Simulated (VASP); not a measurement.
These are LDA (Ceperley-Alder, Perdew-Zunger), VASP's LDA PAW potentials (set 64) (plane waves; VASP) values and carry that method's errors.

A VASP calculation is set up with these files.

**POSCAR**
```
TePb
1
    0.0000000000     3.1910623305     3.1910623305
    3.1910623305     0.0000000000     3.1910623305
    3.1910623305     3.1910623305     0.0000000000
Te Pb
1 1
Direct
  0.0000000000   0.0000000000   0.0000000000
  0.5000000000   0.5000000000   0.5000000000
```

**INCAR**
```
SYSTEM = TePb
PREC = Accurate
ENCUT = 400
EDIFF = 1E-8
NELM = 100
ALGO = Normal
LREAL = .FALSE.
LASPH = .TRUE.
ISMEAR = 0
SIGMA = 0.01
LMAXMIX = 4
LWAVE = .FALSE.
LCHARG = .FALSE.
LEPSILON = .TRUE.
```

### KPOINTS
```
Automatic mesh
0
Gamma
7 7 7
0 0 0
```

POTCAR, in this order: Te Pb_d (LDA.64 set). Program: vasp_std.

The resulting files:

**OUTCAR**
```


 HEAD OF MICROSCOPIC STATIC DIELECTRIC TENSOR (INDEPENDENT PARTICLE, excluding Hartree and local field effects)
 ------------------------------------------------------
          32.511375    -0.000000     0.000000
           0.000000    32.511375    -0.000000
          -0.000000     0.000000    32.511375
 ------------------------------------------------------

 MACROSCOPIC STATIC DIELECTRIC TENSOR (including local field effects in DFT)
 ------------------------------------------------------
          31.302529     0.000000     0.000000
           0.000000    31.302529    -0.000000
           0.000000     0.000000    31.302529
 ------------------------------------------------------

 PIEZOELECTRIC TENSOR (including local field effects)  for field in x, y, z        (e  Angst)
          XX          YY          ZZ          XY          YZ          ZX
  --------------------------------------------------------------------------------
  x     0.00000     0.00000     0.00000     0.00000     0.00000     0.00000
  y     0.00000     0.00000     0.00000     0.00000     0.00000     0.00000
  z     0.00000     0.00000     0.00000     0.00000     0.00000     0.00000

 PIEZOELECTRIC TENSOR (including local field effects)  for field in x, y, z        (C/m^2)
          XX          YY          ZZ          XY          YZ          ZX
  --------------------------------------------------------------------------------
  x     0.00000     0.00000     0.00000     0.00000     0.00000     0.00000
  y     0.00000     0.00000     0.00000     0.00000     0.00000     0.00000
  z     0.00000     0.00000     0.00000     0.00000     0.00000     0.00000

 BORN EFFECTIVE CHARGES (including local field effects) (in |e|, cummulative output)
 ---------------------------------------------------------------------------------
 ion    1
    1    -5.75853     0.00000     0.00000
    2     0.00000    -5.75853     0.00000
    3     0.00000     0.00000    -5.75853
 ion    2
    1     5.75853     0.00000     0.00000
    2     0.00000     5.75853     0.00000
    3     0.00000     0.00000     5.75853
```
(Selected blocks of OUTCAR.)

The dielectric response may not be converged in the k-mesh; for small gaps it tends to come out too large.

The structure comes from a computed database's TePb entry (Fm-3m); how it stands against other phases isn't given here. It was relaxed first, which changed the volume by -7 %.
